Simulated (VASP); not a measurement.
Input:

```
CaB6
1.0
    3.94250     0.00000     0.00000
    0.00000     3.94250     0.00000
    0.00000     0.00000     3.94250
Ca B
1 6
Direct
  0.00000   0.00000   0.00000
  0.80077   0.50000   0.50000
  0.50000   0.19923   0.50000
  0.50000   0.80077   0.50000
  0.19923   0.50000   0.50000
  0.50000   0.50000   0.80077
  0.50000   0.50000   0.19923
```

Calculation: PBE GGA, VASP's PBE PAW potentials (set 64) (plane waves; VASP). Settings: 620 eV cut-off, 6×6×6 Γ-centred mesh, Gaussian smearing of 0.050 eV, potentials Ca_sv B.

Energy and stress use the plane-wave basis of the starting cell.

**Question.** The ions, cell shape and volume at an external pressure of 45.0 GPa are relaxed. Which structure does the run end with?

**Answer.** 
```
CaB6
1.0
    3.86895     0.00000     0.00000
    0.00000     3.86895     0.00000
    0.00000     0.00000     3.86895
Ca B
1 6
Direct
  0.00000   0.00000   0.00000
  0.80166   0.50000   0.50000
  0.50000   0.19834   0.50000
  0.50000   0.80166   0.50000
  0.19834   0.50000   0.50000
  0.50000   0.50000   0.80166
  0.50000   0.50000   0.19834
```
Space group Pm-3m (221), at a tolerance of 0.03 Å.

**Question.** How do energy and volume change from the first to the last step?

**Answer.** The energy (σ→0) changes by +111.7 meV/atom and the volume by -5.5 %, in 6 ionic steps.

| step | E(σ→0) (eV) | max force (eV/Å) | pressure (GPa) | volume (Å³) |
|---|---|---|---|---|
| 1 | -44.1757 | 0.005 | 29.92 | 61.28 |
| 2 | -42.1179 | 0.823 | 66.96 | 54.26 |
| 3 | -43.4284 | 0.333 | 44.76 | 58.05 |
| 4 | -43.4106 | 0.340 | 45.08 | 57.99 |
| 5 | -43.2910 | 1.195 | 45.57 | 57.68 |
| 6 | -43.3935 | 0.008 | 45.11 | 57.91 |

The compound is CaB6 in the cab6 structure. This run relaxes it under an external pressure of 45 GPa. Symmetry was kept, so distortions that lower it aren't found.
